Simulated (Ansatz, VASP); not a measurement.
**GaGe3 in VASP and in Ansatz**

```
Ge Ga
1.0
     4.24975    0.00000    0.00000
     0.00000    4.24975    0.00000
     0.00000    0.00000    4.24975
Ge Ga
3 1
Direct
  0.50000 0.50000 0.00000
  0.50000 0.00000 0.50000
  0.00000 0.50000 0.50000
  0.00000 0.00000 0.00000
```

The cell comes from a database or a generator and needn't be the stable form of this composition.

Alike in both runs: task single point; functional PBEsol; k mesh 6 × 6 × 6; occupations fermi-dirac, width 0.05 eV; no spin polarisation.

|  | VASP | Ansatz |
| --- | --- | --- |
| version | VASP 6.6.1 | Ansatz 0.2.0 |
| potentials or method | VASP PAW PBE potentials, release 64 (Ge_d, Ga_d) | Ansatz PAW |
| plane-wave cutoff (eV) | 520 | 420 |
| valence electrons in the cell | 55 | 55 |

VASP gave:

```
gap on the k mesh at the Fermi level (eV) : none
pressure (GPa)                            : -2.3
```

Problem. Estimate Ansatz's values.

Solution. gap on the k mesh at the Fermi level (eV): none; pressure (GPa): -2.4.

A gap of «none» marks a metal or a gap that the smearing closes.

Caveats: the PAW data sets were made with another functional, which shifts forces and pressure a little (VASP); the PAW data sets come from PBE, with cores solved anew for the run's functional, which leaves a small shift of forces and pressure (Ansatz).
